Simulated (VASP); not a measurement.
**CsHgH3: single point with PBE**

Crystal: CsHgH3.

```xyz
5
Lattice="3.4198 1.9744 2.7922 -3.4198 1.9744 2.7922 0.0000 -3.9488 2.7922" Properties=species:S:1:pos:R:3 pbc="T T T"
Cs    0.0000    0.0000    4.0394
Hg    0.0000    0.0000    8.2278
H    -1.7099    0.9872    1.3961
H     1.7099    0.9872    1.3961
H     0.0000   -1.9744    1.3961
```

The cell was built by a generator and needn't be a form met in nature.

| Item | Value |
| --- | --- |
| Program | VASP 6.6.1 |
| Task | single point |
| Functional | PBE |
| Potentials or basis | VASP PAW PBE potentials, release 64 (Cs_sv, Hg, H) |
| Cutoff | 520 eV |
| k mesh | 4 × 4 × 4 |
| Occupations | gaussian, width 0.1 eV |
| Spin | no spin polarisation |

```yaml
Pressure: -5.6 GPa
Largest_force: 0.217 eV/Å
Band_gap_on_the_k_mesh: none (metal or under the smearing width)
```

Forces in eV/Å, atoms in the order of the input:
```
Cs   0.000  0.000  0.065
Hg   0.000  0.000 -0.217
H   -0.161  0.093  0.050
H    0.161  0.093  0.050
H    0.000 -0.186  0.050
```

Stress tensor (GPa, compression positive):
```
-5.65  0.00  0.00
 0.00 -5.65  0.00
 0.00  0.00 -5.48
```

Levels at points of the mesh, in eV from the Fermi level:
```
           k point  band 8  band 9  band 10  band 11  band 12  band 13  band 14  band 15  band 16  band 17
(0.00, 0.00, 0.00)   -5.93   -5.93    -5.49    -0.08    -0.08     3.83     3.95     3.95     4.02     5.66
(0.50, 0.00, 0.00)   -5.92   -5.92    -4.27    -2.51     0.14     3.12     3.42     3.46     4.18     5.18
(0.50, 0.50, 0.00)   -5.96   -5.95    -3.88    -1.96    -1.94     1.82     3.50     4.82     5.50     5.51
(0.50, 0.50, 0.50)   -5.92   -5.92    -2.72    -2.31    -2.31    -2.08     5.97     6.06     6.06     7.14
```

It took 30 s on 1 thread of Intel(R) Xeon(R) Platinum 8559C (Emerald Rapids) (shared host), peak memory 0.21 GiB.

The run has no spin-orbit coupling, so splittings on Cs, Hg are missing.
